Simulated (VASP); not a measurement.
Consider the following.

```xyz
6
Lattice="-3.2479 3.2479 1.9238 3.2479 -3.2479 1.9238 3.2479 3.2479 -1.9238" Properties=species:S:1:pos:R:3 pbc="T T T"
Cu    -0.5546     4.8718     0.4809
Cu     1.6239     3.8025     1.4428
Cu     0.5546     1.6239     0.4809
Cu    -1.6239     2.6933     1.4428
S      3.2479     0.0000     0.9619
S      0.0000     0.0000     1.9238
```

Calculation: PBEsol GGA, VASP's PBE PAW potentials (set 64) (plane waves; VASP). Run with 400 eV cut-off, Gaussian smearing of 0.050 eV, potentials Cu S.

Question: Give the energies of bands 19 to 32 at the high-symmetry points, in eV from the Fermi level.

Answer: 
```
band      Γ      X      M      Z      P      N
----  -----  -----  -----  -----  -----  -----
19    -2.51  -2.38  -2.46  -2.49  -2.42  -2.44
20    -2.50  -2.38  -2.46  -2.49  -2.42  -2.41
21    -2.21  -2.33  -2.11  -2.37  -2.26  -2.27
22    -2.14  -2.33  -2.11  -2.02  -2.26  -2.21
23    -2.12  -1.97  -2.10  -2.02  -2.19  -2.14
24    -2.12  -1.97  -2.10  -1.92  -2.19  -2.08
25    -1.40  -1.44  -1.04  -1.87  -1.14  -1.65
26    -0.96  -1.44  -1.04  -1.50  -1.14  -1.20
27    -0.55  -0.68  -0.94  -0.68  -1.02  -1.15
28    -0.55  -0.68  -0.94  -0.68  -1.02  -0.64
29     0.23   2.28   1.70   2.88   1.24   0.81
30     0.35   2.28   1.70   2.88   1.24   2.10
31     2.25   2.99   4.51   3.20   2.36   2.97
32     4.47   2.99   4.51   4.92   2.36   4.47
```

It has no gap at this level: it comes out as a metal or semimetal.

The structure comes from a computed database's Cu2S entry (I-42d); how it stands against other phases isn't given here. It was relaxed first.
